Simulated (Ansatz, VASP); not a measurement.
## Cross-check of Si (amorphous Si) between VASP and Ansatz

One calculation is typed for both programs; each brings its own data sets. How far apart do they land? Of the first pair: The structure shown is the start of the Ansatz relaxation below; VASP solves that cell, so the two are compared at the walk's first step.

Main program and level: Ansatz 0.2.0; plane waves, with VASP 6.6.1 beside it; single point at PBE.

### Step 1. The starting structure

The cell holds 169 atoms: 169 Si. Cell: a = 15.165 Å, b = 15.165 Å, c = 15.165 Å, α = 90.0°, β = 90.0°, γ = 90.0°. As first built, before any earlier steps moved the atoms (in the runner's words): 169 atoms (169 Si) placed at random at 2.26 g/cm^3, melted at 2500 K for 20 ps at fixed volume with the modified Tersoff potential (Kumagai, Izumi, Hara and Sakai, Comput. Mater. Sci. 39, 457 (2007)). Quenched from 2500 K to 300 K at 20 K/ps and fixed volume, held 5 ps. The density is a measured one.

### Step 2. Ansatz: relaxation, PBE

Ansatz runs on its default PAW (the set named soft_2) files.

The two programs are compared at the cell with which this relaxation starts, whose forces are those of its first step.

File input.yaml:

```yaml
crystal:
  lattice:
    - [15.1647, 0.0, 0.0]
    - [0.0, 15.1647, 0.0]
    - [0.0, 0.0, 15.1647]
  atoms:
    - { symbol: Si, position: [0.96138, 0.88831, 0.32436] }
    - { symbol: Si, position: [0.33305, 0.9789, 0.30183] }
    - { symbol: Si, position: [0.1684, 0.52752, 0.68744] }
    - { symbol: Si, position: [0.72457, 0.7981, 0.50002] }
    - { symbol: Si, position: [0.42802, 0.61947, 0.8501] }
    - { symbol: Si, position: [0.49275, 0.37979, 0.9342] }
    - { symbol: Si, position: [0.60462, 0.02234, 0.47352] }
    - { symbol: Si, position: [0.52825, 0.45468, 0.36311] }
    - { symbol: Si, position: [0.25767, 0.87943, 0.64212] }
    - { symbol: Si, position: [0.18579, 0.27277, 0.02843] }
    - { symbol: Si, position: [0.89571, 0.51712, 0.04961] }
    - { symbol: Si, position: [0.60873, 0.68434, 0.69558] }
    - { symbol: Si, position: [0.73208, 0.3179, 0.4452] }
    - { symbol: Si, position: [0.14451, 0.12108, 0.31771] }
    - { symbol: Si, position: [0.9374, 0.66258, 0.10091] }
    - { symbol: Si, position: [0.85828, 0.52528, 0.70427] }
    - { symbol: Si, position: [0.34243, 0.17963, 0.41096] }
    - { symbol: Si, position: [0.35735, 0.02762, 0.44414] }
    - { symbol: Si, position: [0.03013, 0.34713, 0.583] }
    - { symbol: Si, position: [0.46623, 0.71885, 0.96478] }
    - { symbol: Si, position: [0.90785, 0.47629, 0.29687] }
    - { symbol: Si, position: [0.54792, 0.98567, 0.88105] }
    - { symbol: Si, position: [0.76585, 0.40888, 0.8797] }
    - { symbol: Si, position: [0.64274, 0.58689, 0.9924] }
    - { symbol: Si, position: [0.76066, 0.51949, 0.31749] }
    - { symbol: Si, position: [0.92612, 0.4724, 0.56424] }
    - { symbol: Si, position: [0.38182, 0.24483, 0.71625] }
    - { symbol: Si, position: [0.84242, 0.68951, 0.885] }
    - { symbol: Si, position: [0.14663, 0.87525, 0.44614] }
    - { symbol: Si, position: [0.17943, 0.1755, 0.8287] }
[... 133 atom lines left out ...]
    - { symbol: Si, position: [0.31906, 0.06837, 0.17823] }
    - { symbol: Si, position: [0.72675, 0.95651, 0.25735] }
    - { symbol: Si, position: [0.79449, 0.15841, 0.79393] }
    - { symbol: Si, position: [0.21191, 0.94321, 0.78073] }
    - { symbol: Si, position: [0.59947, 0.12857, 0.3612] }
    - { symbol: Si, position: [0.36995, 0.27006, 0.56282] }
kpoints:
  mp_grid: { grid: [1, 1, 1] }
hamiltonian:
  xc: pbe
scf:
  occupations: { method: gaussian, width: 0.025 }
output:
  forces: true
relax:
  f_tol: 0.05
  max_steps: 107
```

The run is started by

```console
$ ansatz run input.yaml --threads 4 --pin off --max-ram 8192MiB --backend cpu --events-out ev --progress --plain --runs-dir out
```

Numbers of over 12 decimals in the logs are rounded to 6 here.

What it wrote:

```text
Engine: ansatz 0.2.0, aarch64-unknown-linux-gnu
Pseudopotentials: kind: paw
Pseudopotential: Si, paw, valence charge 4, recommended cutoff 420 eV (normal), Si.paw.azcp
Functional definition: PBE
  parameter kappa = 0.804
  parameter beta = 0.066725
  exchange = pbe_x(kappa = kappa, mu = beta*pi^2/3)
  correlation = pbe_c(beta = beta)
Crystal: 169 atoms, lattice volume = 3487.398 Å³
Basis set: ecut = 420 eV, 68243 PW (Γ), exchange–correlation on 216×216×216 points (8 copies of the dense FFT grid, shifted against one another)
Bands: 507, of which v1, the nominal top of the filled ones, is band 338 counted from 1 (337 counted from 0)
Symmetry: 1 space group operations
Space group: P1 (ITA 1), of the structure as read, at distance tolerance 1.5e-4 Å
k-points: 1
Non-local potential: Si, projectors of the file, l = 0: 2, l = 1: 2, l = 2: 2
PAW form: soft (Blöchl's): semilocal exchange-correlation on the pseudo side does not see the compensation charge
PAW one-centre angular grid: Si, 110 points (default); XC on 64 Gauss nodes
Initial density: superposition of atomic densities (neutral atoms: chi_scale 0, normalization atom), corrected by the library's trained network
Initial wavefunctions: pseudopotential atomic-orbital guess
Functional: x = pbe(κ = 0.804, μ = 0.219515), c = pbe(β = 0.066725)
SCF iter   1: F=—  HF=-107401.875626 eV  |F-HF|=—  |Δ(HF+E_count)|=         —  Δρ=3.60e-3  dr2=1.79e0  ethr=1.77e-3  ⟨swp⟩=6.0  Hψ=2351  notcnv=0  defer=83
preconditioner: auto → Resta (q_TF=auto, 2.076 Å⁻¹)  ε∞=5.7  [insulator: Δε(μ)=0.077 eV  Ē_g=7.510 eV  σ=0.025 eV  W_gap=0.97  n_scr=514 (ndim 8)  ℏωp=16.3 eV  f_vac=0.005  D(μ)=8.47/eV (n_scr^D=18)  ε∞_Penn≈5.7]
SCF iter   2: F=—  HF=-107401.700661 eV  |F-HF|=—  |Δ(HF+E_count)|=   1.75e-1  Δρ=1.84e-3  dr2=2.62e-1  ethr=2.65e-4  ⟨swp⟩=2.0  Hψ=590  notcnv=0  defer=128
SCF iter   3: F=—  HF=-107401.675707 eV  |F-HF|=—  |Δ(HF+E_count)|=   2.50e-2  Δρ=5.09e-4  dr2=2.34e-2  ethr=3.88e-5  ⟨swp⟩=3.0  Hψ=667  notcnv=0  defer=160
SCF iter   4: F=—  HF=-107401.680328 eV  |F-HF|=—  |Δ(HF+E_count)|=   4.62e-3  Δρ=1.97e-4  dr2=5.88e-3  ethr=3.46e-6  ⟨swp⟩=3.0  Hψ=731  notcnv=0  defer=160
SCF iter   5: F=—  HF=-107401.681682 eV  |F-HF|=—  |Δ(HF+E_count)|=   1.35e-3  Δρ=7.55e-5  dr2=1.24e-3  ethr=8.70e-7  ⟨swp⟩=1.0  Hψ=507  notcnv=0  defer=160
SCF iter   6: F=—  HF=-107401.682077 eV  |F-HF|=—  |Δ(HF+E_count)|=   3.96e-4  Δρ=3.16e-5  dr2=2.07e-4  ethr=1.83e-7  ⟨swp⟩=2.0  Hψ=438  notcnv=0  defer=160
SCF iter   7: F=-107401.682158 eV  HF=-107401.682171 eV  |F-HF|=1.31e-5  |Δ(HF+E_count)|=   9.36e-5  Δρ=1.36e-5  dr2=3.99e-5  ethr=9.25e-9  ⟨swp⟩=3.0  Hψ=1375  notcnv=0
SCF 1 converged in 7 iterations: F = -107401.682158 eV  dr2 = 3.99e-5
  greatest PAW one-centre occupation: 0.676 electrons in one spin orbital (limit 2), on the Si atom at site 88 (counted from 0), in its partial waves of l = 0
relax step   1: F+E_penalty+E_count = -107401.68215778 eV  Δ(F+E_penalty+E_count) = +0.000e0 eV  max|allowed force component| = 1.572e0 eV/Å  Δτ_max = 0.0000 Å  (7 SCF iters, dr2 threshold 6.25e-5 eV, accepted)
Initial density: handed on by an earlier stage of this run
Initial wavefunctions: those handed on with the density
iter 1 solved again at ethr=4.17e-4 eV; its pass at ethr=3.10e-3 eV (dr2=2.82e0 eV) is discarded
SCF iter   1: F=—  HF=-107407.564213 eV  |F-HF|=—  |Δ(HF+E_count)|=         —  Δρ=8.04e-3  dr2=2.77e0  ethr=4.17e-4  ⟨swp⟩=1.0  Hψ=1769  notcnv=0  defer=159
preconditioner: auto → Resta (q_TF=auto, 2.076 Å⁻¹)  ε∞=5.7  [insulator: Δε(μ)=0.051 eV  Ē_g=7.531 eV  σ=0.025 eV  W_gap=0.85  n_scr=514 (ndim 8)  ℏωp=16.3 eV  f_vac=0.006  D(μ)=31.38/eV (n_scr^D=122)  ε∞_Penn≈5.7]
SCF iter   2: F=—  HF=-107407.270650 eV  |F-HF|=—  |Δ(HF+E_count)|=   2.94e-1  Δρ=4.41e-3  dr2=5.53e-1  ethr=4.10e-4  ⟨swp⟩=2.0  Hψ=346  notcnv=0  defer=159
SCF iter   3: F=—  HF=-107407.211713 eV  |F-HF|=—  |Δ(HF+E_count)|=   5.89e-2  Δρ=8.99e-4  dr2=1.19e-1  ethr=8.18e-5  ⟨swp⟩=3.0  Hψ=633  notcnv=0  defer=159
SCF iter   4: F=—  HF=-107407.207728 eV  |F-HF|=—  |Δ(HF+E_count)|=   3.99e-3  Δρ=2.11e-4  dr2=5.33e-3  ethr=1.76e-5  ⟨swp⟩=2.0  Hψ=356  notcnv=0  defer=159
SCF iter   5: F=—  HF=-107407.209331 eV  |F-HF|=—  |Δ(HF+E_count)|=   1.60e-3  Δρ=6.60e-5  dr2=7.24e-4  ethr=7.88e-7  ⟨swp⟩=1.0  Hψ=507  notcnv=0  defer=162
SCF iter   6: F=-107407.209397 eV  HF=-107407.209403 eV  |F-HF|=5.83e-6  |Δ(HF+E_count)|=   7.25e-5  Δρ=2.44e-5  dr2=7.40e-5  ethr=1.48e-8  ⟨swp⟩=3.0  Hψ=1506  notcnv=0
SCF 2 converged in 6 iterations: F = -107407.209397 eV  dr2 = 7.40e-5
  greatest PAW one-centre occupation: 0.677 electrons in one spin orbital (limit 2), on the Si atom at site 60 (counted from 0), in its partial waves of l = 0
[...]
- { symbol: Si, position: [0.790518, 0.837074, 0.622397] }
    - { symbol: Si, position: [0.672806, 0.050781, 0.618291] }
    - { symbol: Si, position: [0.710910, 0.192405, 0.674803] }
    - { symbol: Si, position: [0.664205, -0.022493, 0.993341] }
    - { symbol: Si, position: [0.019116, 0.087255, 0.630245] }
    - { symbol: Si, position: [0.228892, 0.128223, 0.980575] }
    - { symbol: Si, position: [0.282407, 0.632959, 0.900925] }
    - { symbol: Si, position: [0.622100, 0.373352, 0.178860] }
    - { symbol: Si, position: [0.594474, 0.032370, 0.226416] }
    - { symbol: Si, position: [0.951351, 0.228851, 0.620548] }
    - { symbol: Si, position: [0.767723, 0.321665, 0.137551] }
    - { symbol: Si, position: [0.994430, 0.031788, 0.775792] }
    - { symbol: Si, position: [0.469374, 0.964066, 0.520119] }
    - { symbol: Si, position: [0.466565, 0.809436, 0.501216] }
    - { symbol: Si, position: [0.364684, 0.469429, 0.514490] }
    - { symbol: Si, position: [0.914169, 0.661161, 0.742580] }
    - { symbol: Si, position: [0.414868, 0.853362, 0.256206] }
    - { symbol: Si, position: [0.457109, 0.962301, 0.674540] }
    - { symbol: Si, position: [0.791380, 0.930393, 0.917046] }
    - { symbol: Si, position: [0.054640, 0.562561, 0.568947] }
    - { symbol: Si, position: [0.128648, 0.481365, 0.944723] }
    - { symbol: Si, position: [0.622342, 0.363572, 0.552206] }
    - { symbol: Si, position: [0.308082, 0.767869, 0.183311] }
    - { symbol: Si, position: [0.622563, 0.735136, 0.980797] }
[...]
- { symbol: Si, position: [0.771076, 0.850483, 0.148067] }
    - { symbol: Si, position: [0.795898, 0.552475, 0.483901] }
    - { symbol: Si, position: [0.337183, 0.079680, 0.188224] }
    - { symbol: Si, position: [0.727476, 0.948315, 0.263565] }
    - { symbol: Si, position: [0.797880, 0.160571, 0.799001] }
    - { symbol: Si, position: [0.206131, 0.940625, 0.774628] }
    - { symbol: Si, position: [0.592742, 0.123092, 0.357585] }
    - { symbol: Si, position: [0.369457, 0.269213, 0.556433] }
```

### Step 3. VASP: single point, PBE, start cell, pair 1

The same cell, functional, mesh and smearing now go to VASP, with its own data sets.

Lines of VASP's logs that name or quote its potential files are left out, and so is its time.

File INCAR:

```
SYSTEM = Si
PREC = Accurate
ENCUT = 400
EDIFF = 1E-06
NELM = 120
ISMEAR = 0
SIGMA = 0.025
LREAL = Auto
ALGO = Normal
GGA = PE
NBANDS = 456
LORBIT = 11
LWAVE = .FALSE.
LCHARG = .FALSE.
ISIF = 2
LASPH = .TRUE.
GGA_COMPAT = .FALSE.
```

File POSCAR:

```
Si
1.0
   15.1647000000      0.0000000000      0.0000000000
    0.0000000000     15.1647000000      0.0000000000
    0.0000000000      0.0000000000     15.1647000000
Si
169
Direct
    0.9613774094      0.8883129900      0.3243585432
    0.3330497801      0.9788983626      0.3018325453
    0.1683976604      0.5275211511      0.6874385909
    0.7245708784      0.7980968961      0.5000230799
    0.4280203367      0.6194715359      0.8500992436
    0.4927496093      0.3797899068      0.9342024570
    0.6046212586      0.0223413585      0.4735207423
    0.5282531141      0.4546809366      0.3631130191
    0.2576707749      0.8794305196      0.6421228247
    0.1857867284      0.2727716341      0.0284278621
    0.8957117516      0.5171220004      0.0496086306
    0.6087294836      0.6843392880      0.6955825041
    0.7320817425      0.3179027610      0.4451983884
    0.1445132446      0.1210772386      0.3177115274
    0.9374006739      0.6625782244      0.1009119864
    0.8582827224      0.5252791021      0.7042671467
    0.3424268202      0.1796276880      0.4109609818
    0.3573496343      0.0276167679      0.4441367122
    0.0301291816      0.3471285288      0.5829986746
    0.4662274888      0.7188470593      0.9647800484
    0.9078517874      0.4762903322      0.2968670663
    0.5479172025      0.9856706694      0.8810527079
    0.7658509565      0.4088771951      0.8797008843
    0.6427426853      0.5868892889      0.9923968163
    0.7606612726      0.5194893404      0.3174873225
    0.9261178922      0.4723997178      0.5642380001
    0.3818209394      0.2448317474      0.7162489202
    0.8424169288      0.6895091891      0.8850026707
    0.1466300026      0.8752497577      0.4461413678
    0.1794298601      0.1754996802      0.8287008645
[... 133 atom lines left out ...]
    0.3190567568      0.0683693050      0.1782297045
    0.7267469848      0.9565108443      0.2573476561
    0.7944898349      0.1584073539      0.7939293227
    0.2119131931      0.9432102185      0.7807276108
    0.5994711402      0.1285683198      0.3612006832
    0.3699512684      0.2700613926      0.5628202338
```

File KPOINTS:

```
Automatic mesh
0
Gamma
1 1 1
0 0 0
```

PAW data sets: Si (PBE family, release 64).

The run is started by

```console
$ export OMP_NUM_THREADS=3
$ mpirun -np 1 vasp_gam
```

What it wrote:

```text
[banner, memory and clock lines left out]
running    1 mpi-ranks, on    1 nodes
[...]
Offloading initialized ...    1 GPUs detected
[...]
LDA part: xc-table for (Slater+PW92), standard interpolation
 POSCAR, INCAR and KPOINTS ok, starting setup
[...]
entering main loop
       N       E                     dE             d eps       ncg     rms          rms(c)
DAV:   1     0.289635654231E+04    0.28964E+04   -0.25041E+05   912   0.106E+03
DAV:   2    -0.512831227299E+03   -0.34092E+04   -0.31977E+04  1152   0.198E+02
DAV:   3    -0.870585451775E+03   -0.35775E+03   -0.34576E+03  1136   0.573E+01
DAV:   4    -0.882853243066E+03   -0.12268E+02   -0.12107E+02  1128   0.125E+01
[...]
DAV:  19    -0.866478825975E+03   -0.24987E-05   -0.44017E-06   912   0.243E-03    0.343E-03
DAV:  20    -0.866478827071E+03   -0.10962E-05   -0.14647E-06   680   0.156E-03    0.176E-03
DAV:  21    -0.866478827544E+03   -0.47296E-06   -0.31328E-07   576   0.804E-04
   1 F= -.86647883E+03 E0= -.86647478E+03  d E =-.809738E-02
```

OUTCAR, selected parts (step 3):

```text
  FREE ENERGIE OF THE ION-ELECTRON SYSTEM (eV)
  ---------------------------------------------------
  free  energy   TOTEN  =      -866.4788275439 eV

  energy  without entropy=     -866.4707301592  energy(sigma->0) =     -866.47477885

[... 1 further part left out ...]
```

The run ends at a pressure of -0.02 GPa, with forces up to 1.6 eV/Å.

### Step 4. Side by side

Known differences besides the potentials themselves: the cutoff is 420 eV in Ansatz and 400 eV in VASP (PREC = Accurate, projectors in real space). Total energies have different zeros and are not compared.

Forces on 10 of the 169 atoms, those with the largest forces and the largest differences (eV/Å; atoms numbered as in POSCAR):

| atom | Ansatz x, y, z | VASP x, y, z |
| --- | --- | --- |
| Si25 | 0.832, -0.144, 1.139 | 0.832, -0.146, 1.135 |
| Si41 | 0.441, 0.665, -0.821 | 0.438, 0.663, -0.811 |
| Si58 | 0.990, -0.808, 0.312 | 0.989, -0.811, 0.311 |
| Si81 | 0.419, 1.175, -0.255 | 0.418, 1.170, -0.257 |
| Si95 | -0.019, 0.603, -1.153 | -0.017, 0.600, -1.152 |
| Si100 | 0.746, 0.278, -0.126 | 0.740, 0.276, -0.121 |
| Si105 | 1.066, -0.728, 0.316 | 1.064, -0.727, 0.316 |
| Si131 | -1.572, 0.041, 0.098 | -1.570, 0.039, 0.096 |
| Si133 | -0.127, 0.134, -0.133 | -0.126, 0.126, -0.130 |
| Si159 | -0.399, -1.294, 0.699 | -0.397, -1.291, 0.694 |

The forces differ by 2.5 meV/Å r.m.s., which is 0.5 % of the r.m.s. force of 0.455 eV/Å (both taken over all components).

### Step 5. Ansatz: relaxation, PBE

This run makes the geometry at which the two programs are then compared.

The structure compared here is the end of the Ansatz relaxation.

input.yaml is that of step 2.

The run is started by

```console
$ ansatz run input.yaml --threads 4 --pin off --max-ram 8192MiB --backend cpu --events-out ev --progress --plain --runs-dir out
```

What it wrote:

```text
[...]
Crystal: 169 atoms, lattice volume = 3487.398 Å³
Basis set: ecut = 420 eV, 68243 PW (Γ), exchange–correlation on 216×216×216 points (8 copies of the dense FFT grid, shifted against one another)
Bands: 507, of which v1, the nominal top of the filled ones, is band 338 counted from 1 (337 counted from 0)
[... 1 set-up line as in the run before ...]
[...]
k-points: 1
[...]
- { symbol: Si, position: [0.710910, 0.192405, 0.674803] }
    - { symbol: Si, position: [0.664205, -0.022493, 0.993341] }
    - { symbol: Si, position: [0.019116, 0.087255, 0.630245] }
    - { symbol: Si, position: [0.228892, 0.128223, 0.980575] }
    - { symbol: Si, position: [0.282407, 0.632959, 0.900925] }
    - { symbol: Si, position: [0.622100, 0.373352, 0.178860] }
[...]
- { symbol: Si, position: [0.797880, 0.160571, 0.799001] }
    - { symbol: Si, position: [0.206131, 0.940625, 0.774628] }
    - { symbol: Si, position: [0.592742, 0.123092, 0.357585] }
    - { symbol: Si, position: [0.369457, 0.269213, 0.556433] }
```

### Step 6. VASP: single point, PBE, relaxed cell, pair 2

The same cell, functional, mesh and smearing now go to VASP, with its own data sets.

INCAR is that of step 3.

File POSCAR:

```
Si
1.0
   15.1647000000      0.0000000000      0.0000000000
    0.0000000000     15.1647000000      0.0000000000
    0.0000000000      0.0000000000     15.1647000000
Si
169
Direct
    0.9475400000      0.8715400000      0.3277700000
    0.3248300000      0.9711300000      0.2990000000
    0.1657700000      0.5149800000      0.6768700000
    0.7204400000      0.7976100000      0.4887400000
    0.4331600000      0.6306700000      0.8490700000
    0.4886800000      0.3855300000      0.9258800000
    0.6073700000      0.0184100000      0.4746500000
    0.5235500000      0.4558200000      0.3754000000
    0.2511200000      0.8645200000      0.6447000000
    0.1903600000      0.2654300000      0.0384200000
    0.9043200000      0.5086900000      0.0496800000
    0.6168600000      0.6862800000      0.6865900000
    0.7394000000      0.3104500000      0.4436000000
    0.1345200000      0.1207400000      0.3227300000
    0.9402500000      0.6531100000      0.0983300000
    0.8716600000      0.5175400000      0.7025700000
    0.3396400000      0.1784500000      0.4212700000
    0.3498200000      0.0234500000      0.4428600000
    0.0408800000      0.3511800000      0.5860700000
    0.4717800000      0.7409000000      0.9549900000
    0.8991300000      0.4743400000      0.3091700000
    0.5643700000      0.9952700000      0.8716000000
    0.7674400000      0.4256200000      0.8798700000
    0.6417600000      0.5806300000      0.9984000000
    0.7576000000      0.5222000000      0.3365900000
    0.9232000000      0.4754300000      0.5565600000
    0.3802500000      0.2444600000      0.7119700000
    0.8458400000      0.6845500000      0.8819100000
    0.1395000000      0.8769000000      0.4435400000
    0.1781500000      0.1705200000      0.8370300000
[... 133 atom lines left out ...]
    0.3371800000      0.0796800000      0.1882200000
    0.7274800000      0.9483200000      0.2635600000
    0.7978800000      0.1605700000      0.7990000000
    0.2061300000      0.9406300000      0.7746300000
    0.5927400000      0.1230900000      0.3575900000
    0.3694600000      0.2692100000      0.5564300000
```

KPOINTS is that of step 3.

The run is started by

```console
$ export OMP_NUM_THREADS=3
$ mpirun -np 1 vasp_gam
```

What it wrote:

```text
[... set-up lines as in an earlier step ...]
 entering main loop
       N       E                     dE             d eps       ncg     rms          rms(c)
DAV:   1     0.289618239418E+04    0.28962E+04   -0.25034E+05   912   0.106E+03
DAV:   2    -0.517059675066E+03   -0.34132E+04   -0.31908E+04  1144   0.198E+02
DAV:   3    -0.878883830208E+03   -0.36182E+03   -0.35108E+03  1136   0.575E+01
DAV:   4    -0.890698160144E+03   -0.11814E+02   -0.11673E+02  1136   0.123E+01
[...]
DAV:  18    -0.874236212273E+03   -0.50400E-05   -0.38745E-06   904   0.239E-03    0.379E-03
DAV:  19    -0.874236213833E+03   -0.15604E-05   -0.68179E-07   696   0.118E-03    0.163E-03
DAV:  20    -0.874236214334E+03   -0.50095E-06   -0.52256E-07   632   0.995E-04
   1 F= -.87423621E+03 E0= -.87423556E+03  d E =-.130854E-02
```

OUTCAR, selected parts (step 6):

```text
  FREE ENERGIE OF THE ION-ELECTRON SYSTEM (eV)
  ---------------------------------------------------
  free  energy   TOTEN  =      -874.2362143339 eV

  energy  without entropy=     -874.2349057925  energy(sigma->0) =     -874.23556006

[... 1 part as in an earlier step ...]
```

The run ends at a pressure of -0.17 GPa, with forces up to 0.049 eV/Å.

### Step 7. Side by side

The two programs side by side:

| quantity | Ansatz | VASP | difference |
| --- | --- | --- | --- |
| gap on the k mesh (eV) | 0.087 | 0.088 | 0.000 |

At this near-relaxed geometry the largest component of a force difference is 8 meV/Å. A gap on the mesh is an upper bound, since the band edges may lie between its points.

### Step 8. Results

```yaml
r_m_s_force_difference_single_point_pbe_start_cell_pair_1: 0.55 % of the r.m.s. force
difference_in_gap_on_the_k_mesh_single_point_pbe_relaxed_cell_pair_2: -4.3e-4 eV
```

What this shows: The r.m.s. force difference is 0.55 % of the r.m.s. force (single point, PBE, start cell, pair 1), within the 3 % picked in this series as the mark of a large difference. Such differences can come from data sets, numerical settings and the points named under the comparisons, not from the functional's error against experiment.

[Lines on the potential files, build, host, timing and source positions are cut from VASP's logs without a mark.]

[Logs are printed without paths, hosts, clocks, repeated set-up lines and the standing remarks that a program may print on its own settings, such as how far it seeks lower states.]

[Hosts, paths, dates, database ids (printed as entryN), source tags and the programs' standing remarks are cut or masked in the printed files.]
